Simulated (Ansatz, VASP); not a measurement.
# Cross-check of ZnPbN2 between VASP and Ansatz, part 2 of 2

Aim: how closely do two programs agree when they are given the same cell, functional and k mesh? The cell is invented: As first built, before any earlier steps moved the atoms (in the runner's words): it takes the ZnGeAs2 structure with some of its atoms replaced by other elements, volume scaled by an estimate. It may not be a known or stable phase. The cell is a member of a volume series, scaled by 0.94 from a relaxed one, so a pressure remains.

VASP 6.6.1 and Ansatz 0.2.0.

So far. Step 6 (Ansatz: single point, RPBE, volume scaled by 1.04): The run ends at a pressure of -3.83 GPa, with forces up to 0.040 eV/Å.

## Step 7: VASP: single point, RPBE, volume scaled by 1.04

Level of this step: RPBE; plane waves and PAW (Pb_d, Zn, N); invented cell (VASP).

The same cell, functional, mesh and smearing now go to VASP, with its own data sets and cutoff.

Contents of INCAR:

```
SYSTEM = ZnPbN2
PREC = Accurate
ENCUT = 520
EDIFF = 1E-06
NELM = 100
ISMEAR = 0
SIGMA = 0.05
LREAL = .FALSE.
ALGO = Normal
GGA = RP
NBANDS = 24
LORBIT = 11
LWAVE = .FALSE.
LCHARG = .FALSE.
KPAR = 2
ISIF = 2
```

Contents of POSCAR:

```
ZnPbN2
1.0
    3.6253350955      0.0000000000      0.0000000000
    0.0000000000      3.6253350955      0.0000000000
    0.0000000000      0.0000000000      4.9424585578
Pb Zn N
1 1 2
Direct
    0.0000000000      0.0000000000      0.5000000000
    0.5000000000      0.5000000000      0.0000000000
    0.5000000000      0.0000000000      0.7757815908
    0.0000000000      0.5000000000      0.2242184092
```

Contents of KPOINTS:

```
Automatic mesh
0
Gamma
6 6 5
0 0 0
```

The projector-augmented-wave data sets are Pb_d, Zn and N (PBE family, release 64).

Command:

```bash
$ mpirun -np 2 vasp_std
```

Numbers of over 12 decimals in the logs are rounded to 6 here.

The log of the run:

```text
[banner, memory and clock lines left out]
running    2 mpi-ranks, on    1 nodes
[...]
[... a notice as in an earlier step ...]

 LDA part: xc-table for (Slater+PW92), standard interpolation
 POSCAR, INCAR and KPOINTS ok, starting setup
[...]
entering main loop
       N       E                     dE             d eps       ncg     rms          rms(c)
DAV:   1     0.324499527345E+03    0.32450E+03   -0.18351E+04  1440   0.192E+03
DAV:   2     0.139278108979E+02   -0.31057E+03   -0.30024E+03  1560   0.435E+02
DAV:   3    -0.199124316517E+02   -0.33840E+02   -0.33282E+02  1848   0.148E+02
DAV:   4    -0.210009400792E+02   -0.10885E+01   -0.10856E+01  1592   0.305E+01
[...]
DAV:  13    -0.178010542546E+02   -0.12223E-04   -0.41095E-05  1736   0.991E-02    0.163E-02
DAV:  14    -0.178010548043E+02   -0.54971E-06   -0.14071E-05  2288   0.639E-02    0.267E-03
DAV:  15    -0.178010546961E+02    0.10817E-06   -0.19787E-06  1352   0.168E-02
   1 F= -.17801055E+02 E0= -.17800841E+02  d E =-.427358E-03
```

From OUTCAR (step 7):

```text
  Total       -1.5035642     -1.5035642     -1.3790954      0.0000000      0.0000000      0.0000000
  in kB      -37.0845667    -37.0845667    -34.0146131      0.0000000      0.0000000      0.0000000
  external PRESSURE =     -36.0612489 kB  Pullay stress =       0.0000000 kB

 POSITION                                       TOTAL-FORCE (eV/Angst)
 -----------------------------------------------------------------------------------
      0.00000      0.00000      2.47123         0.000000      0.000000      0.000000
      1.81267      1.81267      0.00000        -0.000000     -0.000000      0.000000
      1.81267      0.00000      3.83427        -0.000000      0.000000     -0.057982
      0.00000      1.81267      1.10819        -0.000000      0.000000      0.057982
 -----------------------------------------------------------------------------------
    total drift:                                0.000000      0.000000     -0.000000

  FREE ENERGIE OF THE ION-ELECTRON SYSTEM (eV)
  ---------------------------------------------------
  free  energy   TOTEN  =       -17.8010546961 eV

  energy  without entropy=      -17.8006273381  energy(sigma->0) =      -17.80084102

[... 1 part as in an earlier step ...]

[... 2 further parts left out ...]
[key lines of the parts left out:]
E-fermi :   3.9524
```

The run ends at a pressure of -3.61 GPa, with forces up to 0.058 eV/Å.

## Step 8: Differences

Both answers:

| quantity | Ansatz | VASP | difference |
| --- | --- | --- | --- |
| pressure (GPa) | -3.83 | -3.61 | -0.22 |
| pressure without Ansatz's Pulay correction (GPa) | -4.14 | -3.61 | -0.54 |

Forces (eV/Å; atoms numbered as in POSCAR):

| atom | Ansatz x, y, z | VASP x, y, z |
| --- | --- | --- |
| Pb1 | 0.000, 0.000, 0.000 | 0.000, 0.000, 0.000 |
| Zn2 | 0.000, 0.000, 0.000 | 0.000, 0.000, 0.000 |
| N3 | 0.000, 0.000, -0.040 | 0.000, 0.000, -0.058 |
| N4 | 0.000, 0.000, 0.040 | 0.000, 0.000, 0.058 |

The forces differ by 7.2 meV/Å r.m.s., which is 30.4 % of the r.m.s. force of 0.02 eV/Å (both taken over all components). Ansatz's pressure holds a Pulay correction of 0.32 GPa; VASP's holds none.

## Step 9: Ansatz: single point, RPBE, volume scaled by 1.06

With cell and atoms fixed, the geometry can't cause a difference; cores, projectors, grids and the points listed under the comparison can. The cell compared in this pair holds 66.21 Å³, against 64.96 Å³ for the pair before.

The cell is a member of a volume series, scaled by 1.06 from a relaxed one, so a pressure remains.

Contents of input.yaml:

```yaml
crystal:
  lattice:
    - [3.6484270244, 0.0, 0.0]
    - [0.0, 3.6484270244, 0.0]
    - [0.0, 0.0, 4.9739400343]
  atoms:
    - { symbol: Pb, position: [0.0, 0.0, 0.5] }
    - { symbol: Zn, position: [0.5, 0.5, 0.0] }
    - { symbol: "N", position: [0.5, 0.0, 0.7757815908] }
    - { symbol: "N", position: [0.0, 0.5, 0.2242184092] }
hamiltonian:
  xc: rpbe
  pseudopotentials: { kind: paw }
kpoints:
  mp_grid: { grid: [6, 6, 5] }
scf:
  occupations: { method: gaussian, width: 0.05 }
  n_extra_bands: 5
output:
  forces: true
  stress: true
  eigenvalues: true
```

Command:

```bash
$ ansatz run input.yaml --threads 2 --pin off --max-ram 4608MiB --backend cpu --events-out ev --progress --plain --runs-dir out
```

The log of the run:

```text
[...]
Crystal: 4 atoms, lattice volume = 66.208 Å³
Basis set: ecut = 420 eV, 1289 PW (Γ), exchange–correlation on 50×50×72 points (8 copies of the dense FFT grid, shifted against one another)
Bands: 23, of which v1, the nominal top of the filled ones, is band 18 counted from 1 (17 counted from 0)
Symmetry: 8 space group operations
[...]
k-points: 30 of 180 (time reversal used)
[...]
k-point 0: bands = [... 14 lower, 5.6084, 6.8202, 7.8780, 7.9072, 7.9072, 10.8880, 12.6446, 15.5866, ... 1 higher]
  k-point 1: bands = [... 14 lower, 5.8000, 6.2824, 7.6824, 7.6824, 8.5426, 10.9503, 12.7522, 15.6347, ... 1 higher]
  k-point 2: bands = [... 14 lower, 6.2662, 6.2662, 7.1622, 7.1622, 9.4871, 10.7932, 13.2528, 14.5064, ... 1 higher]
  k-point 29: bands = [... 14 lower, 5.0610, 5.0951, 5.0951, 6.0090, 10.8089, 12.5486, 12.5486, 15.4084, ... 1 higher]
[key lines of the parts left out:]
SCF converged after 7 iterations
Free energy (F): -16015.060742 eV
Fermi energy:    7.915019 eV
P = ⅓ Tr σ = -5.3378 GPa (-53.378 kbar)
```

The job ended after 4.7 s (2 threads of Arm Neoverse N1, shared host; peak memory 0.37 GiB).

The run ends at a pressure of -5.34 GPa, with forces up to 0.067 eV/Å.

## Step 10: VASP: single point, RPBE, volume scaled by 1.06

The same cell, functional, mesh and smearing now go to VASP, with its own data sets and cutoff.

INCAR is that of step 7.

Contents of POSCAR:

```
ZnPbN2
1.0
    3.6484270244      0.0000000000      0.0000000000
    0.0000000000      3.6484270244      0.0000000000
    0.0000000000      0.0000000000      4.9739400343
Pb Zn N
1 1 2
Direct
    0.0000000000      0.0000000000      0.5000000000
    0.5000000000      0.5000000000      0.0000000000
    0.5000000000      0.0000000000      0.7757815908
    0.0000000000      0.5000000000      0.2242184092
```

KPOINTS is that of step 7.

Command:

```bash
$ mpirun -np 2 vasp_std
```

The log of the run:

```text
[... set-up lines as in an earlier step ...]
 entering main loop
       N       E                     dE             d eps       ncg     rms          rms(c)
DAV:   1     0.327584466109E+03    0.32758E+03   -0.18227E+04  1448   0.192E+03
DAV:   2     0.150808057692E+02   -0.31250E+03   -0.30156E+03  1496   0.431E+02
DAV:   3    -0.197810005323E+02   -0.34862E+02   -0.34214E+02  1880   0.150E+02
DAV:   4    -0.209263409616E+02   -0.11453E+01   -0.11432E+01  1536   0.315E+01
[...]
DAV:  13    -0.177677283760E+02   -0.12737E-04   -0.37501E-05  1744   0.907E-02    0.154E-02
DAV:  14    -0.177677294138E+02   -0.10379E-05   -0.16506E-05  2208   0.617E-02    0.318E-03
DAV:  15    -0.177677293915E+02    0.22315E-07   -0.24931E-06  1504   0.182E-02
   1 F= -.17767729E+02 E0= -.17767518E+02  d E =-.422549E-03
```

OUTCAR, selected parts (step 10):

```text
  Total       -2.1735326     -2.1735326     -2.0138613      0.0000000      0.0000000      0.0000000
  in kB      -52.5974721    -52.5974721    -48.7335745      0.0000000      0.0000000      0.0000000
  external PRESSURE =     -51.3095062 kB  Pullay stress =       0.0000000 kB

 POSITION                                       TOTAL-FORCE (eV/Angst)
 -----------------------------------------------------------------------------------
      0.00000      0.00000      2.48697        -0.000000     -0.000000      0.000000
      1.82421      1.82421      0.00000         0.000000      0.000000      0.000000
      1.82421      0.00000      3.85869         0.000000     -0.000000     -0.083048
      0.00000      1.82421      1.11525         0.000000     -0.000000      0.083048
 -----------------------------------------------------------------------------------
    total drift:                                0.000000      0.000000     -0.000000

  FREE ENERGIE OF THE ION-ELECTRON SYSTEM (eV)
  ---------------------------------------------------
  free  energy   TOTEN  =       -17.7677293915 eV

  energy  without entropy=      -17.7673068422  energy(sigma->0) =      -17.76751812

[... 1 part as in an earlier step ...]

[... 2 further parts left out ...]
[key lines of the parts left out:]
E-fermi :   3.7677
```

The run ends at a pressure of -5.13 GPa, with forces up to 0.083 eV/Å.

## Step 11: Differences

Compared:

| quantity | Ansatz | VASP | difference |
| --- | --- | --- | --- |
| pressure (GPa) | -5.34 | -5.13 | -0.21 |
| pressure without Ansatz's Pulay correction (GPa) | -5.64 | -5.13 | -0.51 |

Forces (eV/Å; atoms numbered as in POSCAR):

| atom | Ansatz x, y, z | VASP x, y, z |
| --- | --- | --- |
| Pb1 | 0.000, 0.000, 0.000 | 0.000, 0.000, 0.000 |
| Zn2 | 0.000, 0.000, 0.000 | 0.000, 0.000, 0.000 |
| N3 | 0.000, 0.000, -0.067 | 0.000, 0.000, -0.083 |
| N4 | 0.000, 0.000, 0.067 | 0.000, 0.000, 0.083 |

The forces differ by 6.5 meV/Å r.m.s., which is 19.1 % of the r.m.s. force of 0.03 eV/Å (both taken over all components). Ansatz's pressure holds a Pulay correction of 0.30 GPa; VASP's holds none.

## Step 12: Summary of results

* r.m.s. force difference (single point, RPBE, volume scaled by 0.94): 12 meV/Å
* difference in pressure (single point, RPBE, volume scaled by 1.04): -0.22 GPa
* r.m.s. force difference (single point, RPBE, volume scaled by 1.04): 7.2 meV/Å
* r.m.s. force difference (single point, RPBE, volume scaled by 1.06): 6.5 meV/Å

The r.m.s. force difference is 12 meV/Å (single point, RPBE, volume scaled by 0.94), at about the 12 meV/Å picked in this series as the mark of a large difference. Single point, RPBE, volume scaled by 0.94, Ansatz's larger PAW set (cutoff 900 eV): r.m.s. force difference goes from 12 to 16 meV/Å; the difference in pressure without Ansatz's Pulay correction goes from -0.65 to -0.35 GPa. Single point, RPBE, volume scaled by 0.94, norm-conserving potentials (cutoff 1240 eV): r.m.s. force difference goes from 12 to 4.2 meV/Å. 2 further runs of this series are not shown here. Such differences can come from data sets, numerical settings and the points named under the comparisons, not from the functional's error against experiment.

[Lines on the potential files, build, host, timing and source positions are cut from VASP's logs without a mark.]

[Logs are printed without paths, hosts, clocks, repeated set-up lines and the standing remarks that a program may print on its own settings, such as how far it seeks lower states.]

[Hosts, paths, dates, database ids (printed as entryN), source tags and the programs' standing remarks are cut or masked in the printed files.]
